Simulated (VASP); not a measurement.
A VASP calculation is set up with these files.

### KPOINTS
```
Automatic mesh
0
Gamma
12 12 12
```

**INCAR**
```
# general
SYSTEM  = HfAs
PREC    = Accurate
ENCUT   = 400
LREAL   = .False.   # projection in real space or not
LASPH   = .True.   # aspherical one-centre terms

# electronic loop
EDIFF   = 1E-7   # SCF stop (eV)
NELM    = 100
ALGO    = Normal   # blocked Davidson
LMAXMIX = 6   # l cut-off of mixed one-centre charges

# smearing
ISMEAR  = -5   # tetrahedra, Bloechl

# functional
GGA     = PE

# ions
ISIF    = 2   # forces and stress, cell fixed

# output
LWAVE   = .False.
LCHARG  = .True.
LORBIT  = 11   # lm-projected
NEDOS   = 601   # DOS grid
```

### POSCAR
```
HfAs
1
    3.3348560350    -0.0000000000     0.0000000000
    0.0000000000     3.3348560350    -0.0000000000
    0.0000000000     0.0000000000     3.3348560350
Hf As
1 1
Direct
  0.0000000000   0.0000000000   0.0000000000
  0.5000000000   0.5000000000   0.5000000000
```

POTCAR, in this order: Hf_pv As (PBE.64 set). Program: vasp_std.

Translate this PBE calculation to Quantum ESPRESSO's pw.x.

One equivalent input (not run):
```
&CONTROL
  calculation = 'scf'
  pseudo_dir = './pseudo'
  outdir = './out'
  tprnfor = .true.
  tstress = .true.
/
&SYSTEM
  ibrav = 0
  nat = 2
  ntyp = 2
  ecutwfc = 84
  occupations = 'tetrahedra'
  input_dft = 'pbe'
/
&ELECTRONS
  conv_thr = 7.3e-09
  electron_maxstep = 100
/
ATOMIC_SPECIES
  Hf 178.490 Hf.upf
  As 74.922 As.upf
CELL_PARAMETERS angstrom
     3.3348560   -0.0000000    0.0000000
     0.0000000    3.3348560   -0.0000000
     0.0000000    0.0000000    3.3348560
ATOMIC_POSITIONS crystal
  Hf   0.0000000  0.0000000  0.0000000
  As   0.5000000  0.5000000  0.5000000
K_POINTS automatic
  12 12 12 0 0 0
```
Limits of the translation: the potentials are each code's own (VASP's PAW set, PseudoDojo norm-conserving files in pw.x), so ENCUT and ecutwfc are chosen apart and not converted; conv_thr bounds pw.x's estimated SCF error, while EDIFF bounds the energy change between steps.

The structure was generated: HfAs was put into the CsCl type type (Pm-3m), which need not be its known phase. It was relaxed first, which changed the volume by -34 %.
